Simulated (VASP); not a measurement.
An input for Quantum ESPRESSO's pw.x (written as the equivalent of a VASP run, and not itself run):

```
&CONTROL
  calculation = 'scf'
  pseudo_dir = './pseudo'
  outdir = './out'
  tprnfor = .true.
  tstress = .true.
/
&SYSTEM
  ibrav = 0
  nat = 4
  ntyp = 2
  ecutwfc = 96
  occupations = 'smearing'
  smearing = 'gaussian'
  degauss = 0.00735
  input_dft = 'pbe'
  nspin = 2
  starting_magnetization(1) = 0.4
/
&ELECTRONS
  conv_thr = 7.3e-08
  electron_maxstep = 100
/
ATOMIC_SPECIES
  Mn 54.938 Mn.upf
  Sc 44.956 Sc.upf
CELL_PARAMETERS angstrom
     0.0000000    3.7973590    3.7973590
     3.7973590    0.0000000    3.7973590
     3.7973590    3.7973590    0.0000000
ATOMIC_POSITIONS crystal
  Mn   0.0000000  0.0000000  0.0000000
  Sc   0.5000000  0.5000000  0.5000000
  Sc   0.2500000  0.2500000  0.2500000
  Sc   0.7500000  0.7500000  0.7500000
K_POINTS automatic
  4 4 4 0 0 0
```

**Question.** Write the VASP files for the same calculation (PBE).

**Answer.** This is not unique; one that fits is 
INCAR:
```
! general
SYSTEM =Sc3Mn
PREC   =Accurate
ENCUT  =300   ! plane-wave cut-off (eV)
LREAL  =.FALSE.   ! projection in real space or not
LASPH  =.TRUE.

! electronic loop
EDIFF  =1E-6
NELM   =100   ! most electronic steps
ALGO   =Normal
LMAXMIX=4

! smearing
ISMEAR =0   ! Gaussian
SIGMA  =0.1

! functional
GGA    =PE

! spin
ISPIN  =2   ! spin-polarised
MAGMOM =4.0 0.0 0.0 0.0

! ions
ISIF   =2

! output
LWAVE  =.FALSE.
LCHARG =.FALSE.
LORBIT =11
```

**KPOINTS**
```
kpoints
0
gamma
4 4 4
0 0 0
```

**POSCAR**
```
Sc3Mn
1
    0.0000000000     3.7973590000     3.7973590000
    3.7973590000     0.0000000000     3.7973590000
    3.7973590000     3.7973590000     0.0000000000
Mn Sc
1 3
Direct
  0.0000000000   0.0000000000   0.0000000000
  0.5000000000   0.5000000000   0.5000000000
  0.2500000000   0.2500000000   0.2500000000
  0.7500000000   0.7500000000   0.7500000000
```

POTCAR, in this order: Mn_pv Sc_sv (PBE.64 set). Program: vasp_std.

What does not carry over: the potentials are each code's own (VASP's PAW set, PseudoDojo norm-conserving files in pw.x), so ENCUT and ecutwfc are chosen apart and not converted; conv_thr bounds pw.x's estimated SCF error, while EDIFF bounds the energy change between steps; starting_magnetization is a fraction of the valence charge and MAGMOM a moment in μB, so they match only roughly.

The structure was generated: Sc3Mn was put into an ordered model structure, which need not be its known phase. The cell was not relaxed at this level. The k-mesh is coarse (spacing up to 0.36 per Å, 2π included), so the numbers may not be converged in it.
